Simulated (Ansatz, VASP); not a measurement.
**PtSe2: VASP beside Ansatz**

Wanted: the spread between two codes on one cell, functional and k mesh. The cell is taken from a series of runs on this material, whose earlier steps may have relaxed, scaled, displaced or heated it; both programs get it as it stands.

Calculated with Ansatz 0.2.0; plane waves, with VASP 6.6.1 beside it; single point at PBE0.

**1. The starting structure**

The cell holds 3 atoms: 1 Pt and 2 Se. Cell: a = 3.703 Å, b = 3.703 Å, c = 28.400 Å, α = 90.0°, β = 90.0°, γ = 120.0°. Vacuum lies along c.

Structure file:

```cif
data_structure
_symmetry_space_group_name_H-M 'P 1'
_symmetry_Int_Tables_number 1
_cell_length_a 3.7032
_cell_length_b 3.7032
_cell_length_c 28.4000
_cell_angle_alpha 90.000
_cell_angle_beta 90.000
_cell_angle_gamma 120.000
_cell_volume 337.28
loop_
_atom_site_label
_atom_site_type_symbol
_atom_site_fract_x
_atom_site_fract_y
_atom_site_fract_z
_atom_site_occupancy
Pt1 Pt 0.00000 0.00000 0.50000 1
Se2 Se 0.33333 0.66667 0.54549 1
Se3 Se 0.66667 0.33333 0.45451 1
```

**2. Ansatz: single point, PBE0**

Ansatz runs on its PAW soft_1 files.

With cell and atoms fixed, the geometry can't cause a difference; cores, projectors, grids and the points listed under the comparison can.

input.yaml

```yaml
crystal:
  lattice:
    - [3.7031659121, 0.0, 0.0]
    - [-1.851582956, 3.2070357543, 0.0]
    - [0.0, 0.0, 28.4]
  atoms:
    - { symbol: Pt, position: [0.0, 0.0, 0.5] }
    - { symbol: Se, position: [0.3333333333, 0.6666666667, 0.5454944555] }
    - { symbol: Se, position: [0.6666666667, 0.3333333333, 0.4545055445] }
  periodic: [true, true, false]
kpoints:
  mp_grid: { grid: [6, 6, 1] }
  band_path:
    path:
      - [0.0, 0.0, 0.0]
      - [0.5, 0.0, 0.0]
      - [0.3333333333, 0.3333333333, 0.0]
      - [0.0333333333, 0.0333333333, 0.0]
      - [0.25, 0.0, 0.0]
      - [0.2, 0.0, 0.0]
    npoints: 1
hamiltonian:
  xc: pbe0
  pseudopotentials: { kind: paw, azcp: { folder: soft_1 } }
scf:
  occupations: { method: fixed }
  n_extra_bands: 5
output:
  eigenvalues: true
```

On the command line:

```
ansatz run input.yaml --threads 3 --pin off --max-ram 92160MiB --backend cuda --events-out ev --progress --plain --runs-dir out --devices 1 --max-vram 13GiB
```

Numbers of over 12 decimals in the logs are rounded to 6 here.

What it wrote:

```text
scf.n_extra_bands = 5 over 25 filled bands (N_el = 50.0): the run solves 30 bands
GPUs: using 1 of 1 available (devices: 1).
Engine: ansatz 0.2.0, x86_64-unknown-linux-gnu
Pseudopotentials: kind: paw
Pseudopotential: Pt, paw, valence charge 18, recommended cutoff 420 eV (normal), soft_1/Pt.paw.azcp
Pseudopotential: Se, paw, valence charge 16, recommended cutoff 420 eV (normal), soft_1/Se.paw.azcp
Functional definition: PBE0
  parameter a = 0.25
  parameter kappa = 0.804
  parameter beta = 0.066725
  exchange = (1 - a)*pbe_x(kappa = kappa, mu = beta*pi^2/3) + a*exact_x
  correlation = pbe_c(beta = beta)
davidson cushion auto → on  (no smearing: the cushion is to keep the highest requested band from converging to the state above it; pin scf.eigensolver.cushion to override)
device memory: the entry about to start is reckoned to put 3.0 GiB on a device that reports 37.7 GiB free (of which the cap on the GPU budget leaves the run 13.0 GiB)
GPU FFT provider: cuFFT
GPU libraries: cuBLAS 13.8.2, cuFFT 12.4.0, cuSOLVER 12.3.4
Crystal: 3 atoms, lattice volume = 337.284 Å³
Basis set: ecut = 420 eV, 6635 PW (Γ)
Bands: 30, of which v1, the nominal top of the filled ones, is band 25 counted from 1 (24 counted from 0)
Symmetry: 12 space group operations
Space group: P-3m1 (ITA 164), of the structure as read, at distance tolerance 7.0e-5 Å
k-points: 7 of 36
Non-local potential: Pt, projectors of the file, l = 0: 3, l = 1: 2, l = 2: 2, l = 3: 1
Non-local potential: Se, projectors of the file, l = 0: 2, l = 1: 2, l = 2: 3, l = 3: 1
PAW form: soft (Blöchl's): semilocal exchange-correlation on the pseudo side does not see the compensation charge
PAW frozen core: Pt, regenerated for the run's functional, and the local potential with it (the file was generated under x = pbe(κ = 0.804, μ = 0.219515), c = pbe(β = 0.066725))
PAW frozen core: Se, regenerated for the run's functional, and the local potential with it (the file was generated under x = pbe(κ = 0.804, μ = 0.219515), c = pbe(β = 0.066725))
PAW one-centre angular grid: Pt, 590 points (default); XC on 64 Gauss nodes
PAW one-centre angular grid: Se, 590 points (default); XC on 64 Gauss nodes
Initial density: superposition of atomic densities (neutral atoms: chi_scale 0, normalization atom)
Initial wavefunctions: pseudopotential atomic-orbital guess
GPU buffer pool allocated for 120000 grid points (all kernels)
GPU transforms: local potential and band sums: pruned to the plane-wave sphere, on 25×25×192
Functional: x = pbe(κ = 0.804, μ = 0.219515), c = pbe(β = 0.066725), warm-up for x = 0.75 pbe(κ = 0.804, μ = 0.219515) + 0.25 exact, c = pbe(β = 0.066725)
iter 1 solved again at ethr=8.94e-3 eV; its pass at ethr=1.00e-1 eV (dr2=4.47e0 eV) is discarded
SCF iter   1: F=—  HF=-23464.899731 eV  |F-HF|=—  |Δ(HF+E_count)|=         —  Δρ=3.50e-2  dr2=4.59e0  ethr=8.94e-3  ⟨swp⟩=8.0  Hψ=1177  notcnv=0
preconditioner: auto → none  [insulator: Δε(μ)=1.879 eV  Ē_g=9.428 eV  n_scr=34 (ndim 8)  ℏωp=9.5 eV  f_vac=0.778]
SCF iter   2: F=—  HF=-23465.685699 eV  |F-HF|=—  |Δ(HF+E_count)|=   7.86e-1  Δρ=3.32e-2  dr2=8.22e0  ethr=8.94e-3  ⟨swp⟩=3.6  Hψ=592  notcnv=0
iter 3 solved again at ethr=7.63e-4 eV; its pass at ethr=8.94e-3 eV (dr2=3.82e-1 eV) is discarded
SCF iter   3: F=—  HF=-23464.107422 eV  |F-HF|=—  |Δ(HF+E_count)|=    1.58e0  Δρ=9.85e-3  dr2=3.79e-1  ethr=7.63e-4  ⟨swp⟩=3.6  Hψ=993  notcnv=0  defer=2
SCF iter   4: F=—  HF=-23464.052354 eV  |F-HF|=—  |Δ(HF+E_count)|=   5.51e-2  Δρ=2.85e-3  dr2=3.14e-2  ethr=7.57e-4  ⟨swp⟩=3.6  Hψ=533  notcnv=0
SCF iter   5: F=—  HF=-23464.045614 eV  |F-HF|=—  |Δ(HF+E_count)|=   6.74e-3  Δρ=7.19e-4  dr2=2.45e-3  ethr=6.28e-5  ⟨swp⟩=3.9  Hψ=530  notcnv=0  defer=1
SCF iter   6: F=-23464.045243 eV  HF=-23464.045340 eV  |F-HF|=9.66e-5  |Δ(HF+E_count)|=   2.74e-4  Δρ=1.54e-4  dr2=1.12e-4  ethr=4.91e-6  ⟨swp⟩=4.4  Hψ=609  notcnv=0  defer=1
SCF 1 stopped early in 6 iterations: F = -23464.045243 eV  dr2 = 1.12e-4
  greatest PAW one-centre occupation: 1.000 electrons in one spin orbital (limit 2), on the Pt atom at site 0 (counted from 0), in its partial waves of l = 0
device memory: the entry about to start is reckoned to put 3.6 GiB on a device that reports 36.0 GiB free (of which the cap on the GPU budget leaves the run 13.0 GiB)
GPU FFT provider: cuFFT
GPU libraries: cuBLAS 13.8.2, cuFFT 12.4.0, cuSOLVER 12.3.4
Initial density: handed on by an earlier stage of this run
Initial wavefunctions: those handed on with the density
GPU buffer pool allocated for 120000 grid points (all kernels)
GPU transforms: local potential and band sums: pruned to the plane-wave sphere, on 25×25×192
Functional: x = 0.75 pbe(κ = 0.804, μ = 0.219515) + 0.25 exact, c = pbe(β = 0.066725)
Exchange kernel: α = 0.2500, full range, Wigner–Seitz truncation, v(0) = 17994.0664 eV·Å³, q-mesh 6×6×1, nearest image of the exchange supercell L = 22.22 Å, pair-density grid 18×18×128, without the augmentation charges, whose exchange is taken in its separable form by FFT convolution over the k-point mesh (sized by the pseudopotential files, 24×24×192 at the most), smooth part of the exact exchange by density-matrix convolution in up to 6.88 GiB of GPU memory as planned if the GPU has room (build and FFT work areas not counted)
Frozen-core exchange: fock
SCF iter   1: F=—  HF=-23466.279920 eV  |F-HF|=—  |Δ(HF+E_count)|=         —  Δρ=2.78e-3  dr2=8.87e-3  ethr=2.24e-6  ⟨swp⟩=14.9  Hψ=1094  notcnv=0
preconditioner: auto → none  [insulator: Δε(μ)=2.865 eV  Ē_g=11.578 eV  n_scr=34 (ndim 8)  ℏωp=9.5 eV  f_vac=0.782]
SCF iter   2: F=—  HF=-23466.273324 eV  |F-HF|=—  |Δ(HF+E_count)|=   6.60e-3  Δρ=1.56e-3  dr2=1.02e-2  ethr=2.24e-6  ⟨swp⟩=4.0  Hψ=741  notcnv=0
SCF iter   3: F=—  HF=-23466.272490 eV  |F-HF|=—  |Δ(HF+E_count)|=   8.35e-4  Δρ=9.68e-4  dr2=7.20e-3  ethr=2.24e-6  ⟨swp⟩=5.1  Hψ=723  notcnv=0  defer=1
SCF iter   4: F=—  HF=-23466.270866 eV  |F-HF|=—  |Δ(HF+E_count)|=   1.62e-3  Δρ=3.82e-4  dr2=4.10e-3  ethr=2.24e-6  ⟨swp⟩=3.6  Hψ=563  notcnv=0
SCF iter   5: F=—  HF=-23466.291415 eV  |F-HF|=—  |Δ(HF+E_count)|=   2.05e-2  Δρ=6.59e-4  dr2=1.29e-3  ethr=2.16e-6  ⟨swp⟩=4.9  Hψ=769  notcnv=0
SCF iter   6: F=—  HF=-23466.291102 eV  |F-HF|=—  |Δ(HF+E_count)|=   3.13e-4  Δρ=1.15e-4  dr2=1.86e-4  ethr=2.16e-6  ⟨swp⟩=3.0  Hψ=504  notcnv=0
SCF iter   7: F=—  HF=-23466.292015 eV  |F-HF|=—  |Δ(HF+E_count)|=   9.14e-4  Δρ=1.41e-4  dr2=2.79e-5  ethr=8.90e-8  ⟨swp⟩=5.7  Hψ=765  notcnv=0  defer=1
SCF iter   8: F=-23466.292008 eV  HF=-23466.292008 eV  |F-HF|=9.40e-8  |Δ(HF+E_count)|=   7.47e-6  Δρ=1.23e-5  dr2=7.06e-6  ethr=4.20e-8  ⟨swp⟩=2.9  Hψ=479  notcnv=0
SCF 2 stopped early in 8 iterations: F = -23466.292008 eV  dr2 = 7.06e-6
hybrid outer 1: dexx = +2.726e-2 eV, tail = 2.32e-4 eV
GPU FFT provider: cuFFT
GPU libraries: cuBLAS 13.8.2, cuFFT 12.4.0, cuSOLVER 12.3.4
GPU buffer pool allocated for 120000 grid points (all kernels)
GPU transforms: local potential and band sums: pruned to the plane-wave sphere, on 25×25×192
Exchange kernel: α = 0.2500, full range, Wigner–Seitz truncation, v(0) = 17994.0664 eV·Å³, q-mesh 6×6×1, nearest image of the exchange supercell L = 22.22 Å, pair-density grid 18×18×128, without the augmentation charges, whose exchange is taken in its separable form by FFT convolution over the k-point mesh (sized by the pseudopotential files, 24×24×192 at the most), smooth part of the exact exchange by density-matrix convolution in up to 6.88 GiB of GPU memory as planned if the GPU has room (build and FFT work areas not counted)
Frozen-core exchange: fock
SCF iter   1: F=—  HF=-23466.292667 eV  |F-HF|=—  |Δ(HF+E_count)|=         —  Δρ=5.54e-5  dr2=3.43e-6  ethr=2.32e-6  ⟨swp⟩=3.0  Hψ=473  notcnv=0
preconditioner: auto → none  [insulator: Δε(μ)=2.937 eV  Ē_g=11.604 eV  n_scr=34 (ndim 8)  ℏωp=9.5 eV  f_vac=0.783]
SCF iter   2: F=—  HF=-23466.292680 eV  |F-HF|=—  |Δ(HF+E_count)|=   1.31e-5  Δρ=2.75e-5  dr2=9.82e-7  ethr=5.10e-9  ⟨swp⟩=5.6  Hψ=881  notcnv=0  defer=1
SCF iter   3: F=—  HF=-23466.292680 eV  |F-HF|=—  |Δ(HF+E_count)|=   2.27e-7  Δρ=9.27e-6  dr2=2.53e-7  ethr=1.48e-9  ⟨swp⟩=3.0  Hψ=477  notcnv=0
SCF iter   4: F=-23466.292681 eV  HF=-23466.292681 eV  |F-HF|=1.23e-8  |Δ(HF+E_count)|=   1.04e-6  Δρ=3.72e-6  dr2=2.53e-8  ethr=1.81e-10  ⟨swp⟩=5.9  Hψ=745  notcnv=0  defer=2
SCF 3 converged in 4 iterations: F = -23466.292681 eV  dr2 = 2.53e-8
hybrid outer 2: dexx = +9.750e-6 eV, tail = 2.57e-7 eV, Δε = 3.90e-3 eV (about 1.98e-4 eV left of the loop's levels)
the search or the solves at the SCF's close seem to have found levels that the self-consistency loop had missed (the run counts 1). By its estimate they hold under 1e-12 electrons; where the run keeps them, the occupations were computed again with them
device memory: the entry about to start is reckoned to put 1.1 GiB on a device that reports 36.3 GiB free (of which the cap on the GPU budget leaves the run 13.0 GiB)
NSCF: frozen V_eff on 6 k-points
hybrid SCF converged: 2 outer / 12 inner (+6 warm-up), last move |dexx| = 9.75e-6 eV, tail = 2.57e-7 eV
Stability not checked: this state was not tested for a lower state beside it, because the functional holds exact exchange (a hybrid, or Hartree-Fock), whose exchange loop this test does not read (fock_operator; see scf.lower_state_search)
Free energy (F): -23466.292682 eV
Frozen-core exchange: fock
Harris-Foulkes:  -23466.292682 eV  (|F-HF|=1.23e-8)
Internal energy: -23466.292682 eV  (E = F + TS)
E sigma→0 (E₀):  -23466.292682 eV
Fermi energy:    -6.510605 eV
--- Per-component energies (eV) ---
  E_band       = -2014.219977
  E_kinetic    = 815.804163
  E_local      = -117382.693435  (includes V_loc(G=0)·N_el)
  E_nonlocal   = -505.496905
  E_hartree    = 58182.159307
  E_xc         = -310.560574
  E_vxc        = -348.855448  (∫ρ·V_xc dr)
  E_exx        = -220.995732  (= α·E_x^exact, valence–valence)
  E_paw        = -13613.121437  (= ΣΔE_a)
  E_vpaw       = -515.318486  (= ΣTr[D̂ρ^β])
  E_aug_tail   = 0.000385  (compensation charges beyond the density's cutoff)
  E_ewald      = 49572.845979
  E_core_change = -4.234433  (= ΣΔE_core)
  E_smearing   = -0.000000  (= −TS)
  E_closure    = -0.000000  (closes the sum)
  Σ components = -23466.292682   (vs F -23466.292682, Δ=0.00e0)
--- Band table (eV; the first three rows and the last of 7) ---
  k-point 0: bands = [... 21 lower, -8.2877, -7.1680, -6.5106, -6.5106, -2.0643, -2.0643, -0.5525, -0.1313, ... 1 higher]
  k-point 1: bands = [... 21 lower, -9.0130, -6.9771, -6.7006, -6.6903, -3.5725, -2.3958, 0.0978, 0.2740, ... 1 higher]
  k-point 2: bands = [... 21 lower, -9.4874, -8.3026, -7.6713, -7.2607, -3.3735, -2.4166, 0.0648, 1.3947, ... 1 higher]
  k-point 6: bands = [... 21 lower, -10.0959, -9.0568, -8.0312, -8.0312, -3.3130, -3.3130, 1.4452, 3.2536, ... 1 higher]
  the weakly bound empty levels are not read free of the cell's end (exact_exchange)
```

**3. VASP: single point, PBE0**

The same cell, functional and mesh now go to VASP, with its own data sets.

Lines of VASP's logs that name or quote its potential files are left out, and so is its time.

The run reads the wave functions of an earlier VASP run, which isn't shown here.

INCAR

```
SYSTEM = PtSe2
PREC = Accurate
ENCUT = 400
EDIFF = 1E-06
NELM = 100
ISMEAR = 0
SIGMA = 0.01
LREAL = .FALSE.
ALGO = Normal
LHFCALC = .TRUE.
AEXX = 0.25
GGA = PE
LASPH = .TRUE.
NBANDS = 17
PRECFOCK = Fast
LORBIT = 11
LWAVE = .FALSE.
LCHARG = .FALSE.
KPAR = 4
NCORE = 2
ISIF = 2
LDIPOL = .TRUE.
IDIPOL = 3
DIPOL = 0.5 0.5 0.5
LVHAR = .TRUE.
```

POSCAR

```
PtSe2
1.0
    3.7031659121      0.0000000000      0.0000000000
   -1.8515829560      3.2070357543      0.0000000000
    0.0000000000      0.0000000000     28.4000000000
Pt Se
1 2
Direct
    0.0000000000      0.0000000000      0.5000000000
    0.3333333333      0.6666666667      0.5454944555
    0.6666666667      0.3333333333      0.4545055445
```

KPOINTS

```
Automatic mesh
0
Gamma
6 6 1
0 0 0
```

The projector-augmented-wave data sets are Pt and Se (PBE family, release 64).

On the command line:

```
mpirun -np 8 vasp_std
```

What it wrote:

```text
[banner, memory and clock lines left out]
running    8 mpi-ranks, on    1 nodes
 distrk:  each k-point on    2 cores,    4 groups
 distr:  one band on    2 cores,    1 groups

 POSCAR found type information on POSCAR PtSe
 POSCAR found :  2 types and       3 ions
 LDA part: xc-table for (Slater+PW92), standard interpolation
 found WAVECAR, reading the header
 POSCAR, INCAR and KPOINTS ok, starting setup
 FFT: planning ... GRIDC
 FFT: planning ... GRID_SOFT
 FFT: planning ... GRID
 reading WAVECAR
 the WAVECAR file was read successfully
 initial charge from wavefunction
 entering main loop
       N       E                     dE             d eps       ncg     rms          rms(c)
DAV:   1    -0.188370402055E+02   -0.18837E+02   -0.78503E-01   312   0.730E+00    0.207E+00
DAV:   2    -0.188551378633E+02   -0.18098E-01   -0.49821E-02   305   0.142E+00    0.138E+00
DAV:   3    -0.188551046272E+02    0.33236E-04   -0.31156E-03   282   0.331E-01    0.828E-01
DAV:   4    -0.188547006816E+02    0.40395E-03   -0.80952E-04   287   0.229E-01    0.472E-01
DAV:   5    -0.188546185814E+02    0.82100E-04   -0.18906E-04   290   0.909E-02    0.272E-01
DAV:   6    -0.188545908857E+02    0.27696E-04   -0.31750E-05   294   0.395E-02    0.156E-01
DAV:   7    -0.188545846806E+02    0.62051E-05   -0.10097E-05   282   0.215E-02    0.898E-02
DAV:   8    -0.188545837892E+02    0.89133E-06   -0.21065E-06   288   0.102E-02
   1 F= -.18854584E+02 E0= -.18854584E+02  d E =-.250219E-47
```

OUTCAR, selected parts (step 3):

```text
ion  position               nearest neighbor table
   1  0.000  0.000  0.500-   2 2.50   3 2.50   2 2.50   3 2.50   3 2.50   2 2.50
   2  0.333  0.667  0.545-   1 2.50   1 2.50   1 2.50
   3  0.667  0.333  0.455-   1 2.50   1 2.50   1 2.50

  LATTYP: Found a hexagonal cell.
 ALAT       =     3.7031659121
 C/A-ratio  =     7.6691135839

 Subroutine GETGRP returns: Found 12 space group operations
 (whereof 12 operations were pure point group operations)

The static configuration has the point symmetry D_3d.

 Found      7 irreducible k-points:

   k-points           NKPTS =      7   k-points in BZ     NKDIM =     36   number of bands    NBANDS=     17

   dimension x,y,z NGX =    24 NGY =   24 NGZ =  192
   dimension x,y,z NGXF=    48 NGYF=   48 NGZF=  384

   ENCUT  =  400.0 eV  29.40 Ry    5.42 a.u.   6.04  6.04 46.31*2*pi/ulx,y,z

   NELECT =      22.0000    total number of electrons

 k-points in reciprocal lattice and weights: Automatic mesh
   0.00000000  0.00000000  0.00000000       0.028
   0.16666667  0.00000000  0.00000000       0.167
   0.33333333 -0.00000000  0.00000000       0.167
   0.50000000  0.00000000  0.00000000       0.083
   0.16666667  0.16666667  0.00000000       0.167
   0.33333333  0.16666667  0.00000000       0.333
   0.33333333  0.33333333  0.00000000       0.056

  exchange ACFDT corr.  =         0.00000000  see jH, gK, PRB 81, 115126

 dipolmoment           0.000000      0.000000      0.000000 electrons x Angstroem

 average (electrostatic) potential at core
       1 -72.6155       2 -57.7963       3 -57.7963

 E-fermi :  -4.4258

 k-point     1 :       0.0000    0.0000    0.0000
  band No.  band energies     occupation
    ...
      7      -8.3533      2.00000
      8      -6.2954      2.00000
      9      -5.1721      2.00000
     10      -4.5265      2.00000
     11      -4.5265      2.00000
     12      -0.0868      0.00000
     13      -0.0868      0.00000
     14       1.4604      0.00000
     15       1.8850      0.00000
     16       2.1019      0.00000
    ...

 k-point     2 :       0.1667    0.0000    0.0000
  band No.  band energies     occupation
    ...
      7      -8.5358      2.00000
      8      -7.0180      2.00000
      9      -4.9962      2.00000
     10      -4.7143      2.00000
     11      -4.7100      2.00000
     12      -1.5793      0.00000
     13      -0.4129      0.00000
     14       2.1081      0.00000
     15       2.2894      0.00000
     16       2.5471      0.00000
    ...

 k-point     3 :       0.3333   -0.0000    0.0000
  band No.  band energies     occupation
    ...
      7      -8.4676      2.00000
      8      -7.4925      2.00000
      9      -6.3148      2.00000
     10      -5.6883      2.00000
     11      -5.2720      2.00000
     12      -1.3909      0.00000
     13      -0.4342      0.00000
     14       2.0704      0.00000
     15       3.3991      0.00000
     16       3.4647      0.00000
    ...

  Total       -0.2324045     -0.2324045      0.0819201     -0.0000000     -0.0000000     -0.0000000
  in kB       -1.1039766     -1.1039766      0.3891399     -0.0000000     -0.0000000     -0.0000000
  external PRESSURE =      -0.6062711 kB  Pullay stress =       0.0000000 kB

  energy-cutoff  :      400.00
  volume of cell :      337.28
      direct lattice vectors                 reciprocal lattice vectors
     3.703165912  0.000000000  0.000000000     0.270039211  0.155907211  0.000000000
    -1.851582956  3.207035754  0.000000000     0.000000000  0.311814422  0.000000000
     0.000000000  0.000000000 28.400000000     0.000000000  0.000000000  0.035211268

 POSITION                                       TOTAL-FORCE (eV/Angst)
 -----------------------------------------------------------------------------------
      0.00000      0.00000     14.20000         0.000000      0.000000      0.000000
     -0.00000      2.13802     15.49204        -0.000000     -0.000000      0.050984
      1.85158      1.06901     12.90796         0.000000      0.000000     -0.050984
 -----------------------------------------------------------------------------------
    total drift:                               -0.000000      0.000000      0.000000

  FREE ENERGIE OF THE ION-ELECTRON SYSTEM (eV)
  ---------------------------------------------------
  free  energy   TOTEN  =       -18.8545837892 eV

  energy  without entropy=      -18.8545837892  energy(sigma->0) =      -18.85458379

 vacuum level on the upper side and lower side of the slab         2.009         2.009

 total charge
# of ion       s       p       d       tot
------------------------------------------
    1        0.726   0.749   8.021   9.496
    2        1.484   2.301   0.059   3.845
    3        1.484   2.301   0.059   3.845
--------------------------------------------------
tot          3.695   5.352   8.140  17.186

[... 3 further parts left out ...]
```

The k-mesh is coarse for unscreened exact exchange, which converges slowly with it.

**4. Side by side**

Known differences besides the potentials themselves: exact exchange at q = 0 is treated differently, which shows on coarse meshes; VASP keeps PBE cores, Ansatz makes them for the functional; fixed occupations in Ansatz, narrow Gaussian smearing in VASP; Ansatz cuts the interaction across the vacuum, VASP repeats the sheet with a dipole correction; the data sets hold 50 valence electrons in Ansatz (on its PAW soft_1 files) and 22 in VASP; the cutoff is 420 eV in Ansatz and 400 eV in VASP; VASP takes a coarser grid for exact exchange (PRECFOCK = Fast). Total energies have different zeros and are not compared.

Compared:

```csv
quantity,Ansatz,VASP,difference
gap on the k mesh (eV),2.938,2.947,-0.009
```

A gap on the mesh is an upper bound, since the band edges may lie between its points; neither run holds spin-orbit coupling, which can move the band edges of a compound of Pt. With vacuum in the cell, a pressure given here is an average over mostly empty space and none of the material.

**5. What came out**

```
difference in gap on the k mesh (single point, PBE0) : -0.0091 eV
```

What this shows: The difference in gap on the k mesh is -0.0091 eV (single point, PBE0), within the 0.08 eV picked in this series as the mark of a large difference. The data sets hold unlike numbers of valence electrons (50 in Ansatz and 22 in VASP), so part of the differences comes from the potentials. How closely two codes agree says nothing of how well the functional describes the real material.

[Lines on the potential files, build, host, timing and source positions are cut from VASP's logs without a mark.]

[Logs are printed without paths, hosts, clocks, repeated set-up lines and the standing remarks that a program may print on its own settings, such as how far it seeks lower states.]

[Hosts, paths, dates, database ids (printed as entryN), source tags and the programs' standing remarks are cut or masked in the printed files.]
